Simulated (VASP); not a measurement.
VASP ran on this input.

### KPOINTS
```
Regular mesh
0
Gamma
  6 6 4
```

**INCAR**
```
! general
SYSTEM  = MgSe
PREC    = Accurate
ENCUT   = 500
LREAL   = .False.
LASPH   = .True.

! electronic loop
EDIFF   = 1E-6
NELM    = 100
ALGO    = Normal
LMAXMIX = 4

! smearing
ISMEAR  = 0
SIGMA   = 0.05

! functional
GGA     = PS

! ions
IBRION  = 2
NSW     = 40
ISIF    = 3
EDIFFG  = -0.02
PSTRESS = 50

! output
LWAVE   = .False.
LCHARG  = .False.
```

### POSCAR
```
MgSe
1.0
  4.0986554223   0.0000000000   0.0000000000
 -2.0493277112   3.5495398544   0.0000000000
  0.0000000000   0.0000000000   6.5904916684
Mg Se
2 2
Direct
  0.3333330000   0.6666670000   0.9976676021
  0.6666670000   0.3333330000   0.4976676021
  0.3333330000   0.6666670000   0.3773323979
  0.6666670000   0.3333330000   0.8773323979
```

POTCAR, in this order: Mg Se (PBE.64 set). Program: vasp_std.

Translate this PBEsol calculation to Quantum ESPRESSO's pw.x.

One equivalent input (not run):
```
&CONTROL
  calculation = 'vc-relax'
  pseudo_dir = './pseudo'
  outdir = './out'
  tprnfor = .true.
  tstress = .true.
  nstep = 40
  forc_conv_thr = 0.00078
/
&SYSTEM
  ibrav = 0
  nat = 4
  ntyp = 2
  ecutwfc = 86
  occupations = 'smearing'
  smearing = 'gaussian'
  degauss = 0.003675
  input_dft = 'pbesol'
/
&ELECTRONS
  conv_thr = 7.3e-08
  electron_maxstep = 100
/
&IONS
/
&CELL
  press = 50
/
ATOMIC_SPECIES
  Mg 24.305 Mg.upf
  Se 78.971 Se.upf
CELL_PARAMETERS angstrom
     4.0986554   -0.0000000    0.0000000
    -2.0493277    3.5495399    0.0000000
    -0.0000000   -0.0000000    6.5904917
ATOMIC_POSITIONS crystal
  Mg   0.3333330  0.6666670  0.9976676
  Mg   0.6666670  0.3333330  0.4976676
  Se   0.3333330  0.6666670  0.3773324
  Se   0.6666670  0.3333330  0.8773324
K_POINTS automatic
  6 6 4 0 0 0
```
Limits of the translation: the potentials are each code's own (VASP's PAW set, PseudoDojo norm-conserving files in pw.x), so ENCUT and ecutwfc are chosen apart and not converted; conv_thr bounds pw.x's estimated SCF error, while EDIFF bounds the energy change between steps; forc_conv_thr acts on force components and is met together with etot_conv_thr.

The structure was generated: MgSe was put into the wurtzite type (P6_3mc), which need not be its known phase. It was relaxed first under an external pressure of 5 GPa.
